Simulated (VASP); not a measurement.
Input:

```xyz
6
Lattice="4.2820 0.0000 0.0000 -2.1410 3.7083 0.0000 0.0000 0.0000 6.9800" Properties=species:S:1:pos:R:3 pbc="T T T"
Lu     2.1410     1.2361     5.0966
Lu     2.1410     1.2361     1.8255
Ga     0.0000     0.0000     3.3203
Ga     0.0000     0.0000     0.3262
Ga     0.0000     2.4722     6.6111
Cu     0.0000     2.4722     3.7602
```

All values below come from PBEsol GGA, VASP's PBE PAW potentials (set 64) (plane waves; VASP). Run with 300 eV cut-off, 6×6×3 Γ-centred mesh, Gaussian smearing of 0.14 eV, potentials Lu_3 Ga_d Cu.

At this cut-off the stress carries a Pulay error, which pulls relaxed volumes low.

**Question.** What does the run give for the energy per atom (σ→0), pressure, largest force, band gap (on the k-mesh) with the smallest direct gap where there is one?

**Answer.** 
```
Property                                                    Result
------------------------  ----------------------------------------
band gap (on the k-mesh)  none (metal, semimetal or under 0.01 eV)
energy per atom (σ→0)                               -4.622 eV/atom
pressure                                                -19.6 kbar
largest force                                           0.093 eV/Å
```

The structure comes from a computed database's Lu2Ga3Cu entry (P3m1); how it stands against other phases isn't given here. The cell was not relaxed at this level. The k-mesh is coarse (spacing up to 0.30 per Å, 2π included), so the numbers may not be converged in it.
